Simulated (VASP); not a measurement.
VASP runs on MgTe (space group P6_3mc) share one base input (PBE GGA, plane waves, VASP's PBE PAW potentials (set 64)) and change the settings named in each case.

KPOINTS:
```
Automatic
0
gamma
  5 5 2
0 0 0
```

**POSCAR**
```
MgTe
1
    4.4918420000     0.0000000000     0.0000000000
   -2.2459210000     3.8900490000     0.0000000000
    0.0000000000     0.0000000000    14.7051390000
Mg Te
4 4
Direct
  0.0000000000   0.0000000000   0.0000000000
  0.0000000000   0.0000000000   0.5000000000
  0.6666670000   0.3333330000   0.7501800000
  0.3333330000   0.6666670000   0.2501800000
  0.0000000000   0.0000000000   0.8121600000
  0.0000000000   0.0000000000   0.3121600000
  0.6666670000   0.3333330000   0.5632900000
  0.3333330000   0.6666670000   0.0632900000
```

INCAR:
```
NELM = 100   # most electronic steps
LASPH = .TRUE.
PREC = Accurate
GGA = PE   # PBE
LMAXMIX = 4   # l cut-off of mixed one-centre charges
EDIFF = 1E-6
SIGMA = 0.2   # width (eV)
SYSTEM = MgTe
ISIF = 2
LCHARG = .FALSE.
ALGO = Normal
ENCUT = 300   # plane-wave cut-off (eV)
LREAL = .FALSE.   # projection in real space or not
ISMEAR = 1
LWAVE = .FALSE.
```

POTCAR, in this order: Mg Te (PBE.64 set). Program: vasp_std.

```csv
change,E(σ→0) (eV/atom),pressure (GPa),−TS (eV)
base run,-3.1808,2.79,0.0099
ENCUT = 390,-3.1811,2.79,0.0099
IVDW = 13,-3.4546,1.21,0.0099
GGA = PS,-3.4385,1.56,0.0097
```
 Energies of different potentials or functionals have different zeros. Unless said otherwise, spin-orbit coupling is left out, though it shifts the bands of the heavy elements here.

Left out are runs that ran out of time, are held back, or changed the cell or the kind of run, fixed moments of cells without a moment, rows past the twelfth, gaps on odd meshes, pressures of charged cells and columns that move by less than the noise.

The structure was generated: MgTe was put into an ordered model structure, which need not be its known phase. The cell was not relaxed at this level, its lattice was scaled by up to 2.5 %.
